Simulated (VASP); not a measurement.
Crystal: HfB.

```
Hf B
1.0
     0.00000    2.31000    2.31000
     2.31000    0.00000    2.31000
     2.31000    2.31000    0.00000
Hf B
1 1
Direct
  0.50000 0.50000 0.50000
  0.00000 0.00000 0.00000
```

Program: VASP 6.6.1. Alike in all runs: task single point; potentials or basis VASP PAW PBE potentials, release 64 (Hf_pv, B); no spin polarisation; cell as given; k mesh 5 × 5 × 5; cutoff (eV) 520; smearing methfessel-paxton 0.1 eV; the mesh is coarse, so values aren't converged.

Problem. Order these runs on this cell by their pressure, lowest first.
A. level r2SCAN
B. level revPBE
C. level PBEsol

Solution. C (25.5 GPa), A (30.5 GPa), B (34.4 GPa).

Caveats: all runs use coarse meshes; a pressure of tens of GPa on the cell as given is suspect, and the run, the potentials or the cell itself is likely at fault (some runs); the PAW data sets were made with another functional, which shifts forces and pressure a little (some runs); so large a pressure means that the cell lies far from this level's equilibrium, or that cutoff or potentials fall short (some runs); the potentials were made for another functional, which shifts forces and pressure (some runs).
